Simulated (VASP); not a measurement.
All values below come from PBE GGA, VASP's PBE PAW potentials (set 64) (plane waves; VASP).

The input files of a VASP run:

**KPOINTS**
```
k-points along high-symmetry lines
15
Line-mode
Reciprocal
  0.000000   0.000000   0.000000 ! GAMMA
  0.000000   0.500000   0.000000 ! X

  0.000000   0.500000   0.000000 ! X
  0.500000   0.500000   0.000000 ! M

  0.500000   0.500000   0.000000 ! M
  0.000000   0.000000   0.000000 ! GAMMA

  0.000000   0.000000   0.000000 ! GAMMA
  0.500000   0.500000   0.500000 ! R

  0.500000   0.500000   0.500000 ! R
  0.000000   0.500000   0.000000 ! X

  0.500000   0.500000   0.500000 ! R
  0.500000   0.500000   0.000000 ! M
```

INCAR:
```
# general
SYSTEM  = BaHfO3
PREC    = Accurate
ENCUT   = 520
LREAL   = F   # projection in real space or not
LASPH   = T   # aspherical one-centre terms
ICHARG  = 11   # fixed density

# electronic loop
EDIFF   = 1E-7   # SCF stop (eV)
NELM    = 100   # most electronic steps
ALGO    = Normal   # blocked Davidson
LMAXMIX = 6

# smearing
ISMEAR  = 0   # Gaussian
SIGMA   = 0.05   # width (eV)

# functional
GGA     = PE   # PBE

# output
LWAVE   = F
LCHARG  = F
LORBIT  = 11   # lm-projected
```

File POSCAR:
```
BaHfO3
1
    4.2014504048     0.0000000000     0.0000000000
    0.0000000000     4.2014504048     0.0000000000
    0.0000000000     0.0000000000     4.2014504048
Ba Hf O
1 1 3
Direct
  0.0000000000   0.0000000000   0.0000000000
  0.5000000000   0.5000000000   0.5000000000
  0.5000000000   0.0000000000   0.5000000000
  0.0000000000   0.5000000000   0.5000000000
  0.5000000000   0.5000000000   0.0000000000
```

POTCAR, in this order: Ba_sv Hf_pv O (PBE.64 set). Program: vasp_std. Read from the step before: CHGCAR.

What VASP printed:

File OSZICAR:
```
       N       E                     dE             d eps       ncg     rms          rms(c)
DAV:   1     0.229358647429E+03    0.22936E+03   -0.21224E+04  4140   0.160E+03
DAV:   2    -0.276822826377E+02   -0.25704E+03   -0.25171E+03  5343   0.346E+02
DAV:   3    -0.420828747334E+02   -0.14401E+02   -0.14363E+02  5588   0.749E+01
DAV:   4    -0.423694802330E+02   -0.28661E+00   -0.28646E+00  5772   0.104E+01
DAV:   5    -0.423761106127E+02   -0.66304E-02   -0.66299E-02  5844   0.113E+00
DAV:   6    -0.423762448330E+02   -0.13422E-03   -0.13422E-03  5853   0.135E-01
DAV:   7    -0.423762463215E+02   -0.14886E-05   -0.14886E-05  5867   0.127E-02
DAV:   8    -0.423762463408E+02   -0.19300E-07   -0.19287E-07  4119   0.131E-03
   1 F= -.42376246E+02 E0= -.42376246E+02  d E =-.921114E-11
```

### OUTCAR
```
 val. band max:        2.3394664723   @ k =   0.5000   0.5000   0.5000

 cond. band min:       5.8811151131   @ k =   0.0000   0.0000   0.0000



 k-point     1 :       0.0000    0.0000    0.0000
  band No.  band energies     occupation
      1     -26.5536      2.00000
      2     -26.5536      2.00000
      3     -26.5536      2.00000
      4     -22.9740      2.00000
      5     -14.2901      2.00000
      6     -13.7541      2.00000
      7     -13.7541      2.00000
      8      -8.1148      2.00000
      9      -8.1148      2.00000
     10      -8.1148      2.00000
     11       0.6427      2.00000
     12       0.6427      2.00000
     13       0.6427      2.00000
     14       1.3891      2.00000
     15       1.3891      2.00000
     16       1.3891      2.00000
     17       2.1018      2.00000
     18       2.1018      2.00000
     19       2.1018      2.00000
     20       5.8811      0.00000
     21       5.8811      0.00000
     22       5.8811      0.00000
     23       7.0097      0.00000

 k-point     2 :       0.0000    0.0357    0.0000
  band No.  band energies     occupation
      1     -26.5551      2.00000
      2     -26.5535      2.00000
      3     -26.5535      2.00000
      4     -22.9731      2.00000
      5     -14.2880      2.00000
      6     -13.7536      2.00000
      7     -13.7496      2.00000
      8      -8.1139      2.00000
      9      -8.1139      2.00000
     10      -8.1123      2.00000
     11       0.6211      2.00000
     12       0.6395      2.00000
     13       0.6395      2.00000
     14       1.3760      2.00000
     15       1.3760      2.00000
     16       1.3788      2.00000
     17       2.0638      2.00000
     18       2.0956      2.00000
     19       2.0956      2.00000
     20       5.8866      0.00000
     21       5.9129      0.00000
     22       5.9129      0.00000
     23       7.0314      0.00000

 k-point     3 :       0.0000    0.0714    0.0000
  band No.  band energies     occupation
...
```

The density is held fixed in this step, so its total energy and stress have no physical meaning. Unless said otherwise, spin-orbit coupling is left out, though it shifts the bands of the heavy elements here.

The compound is BaHfO3 in the cubic perovskite structure. It was relaxed first.
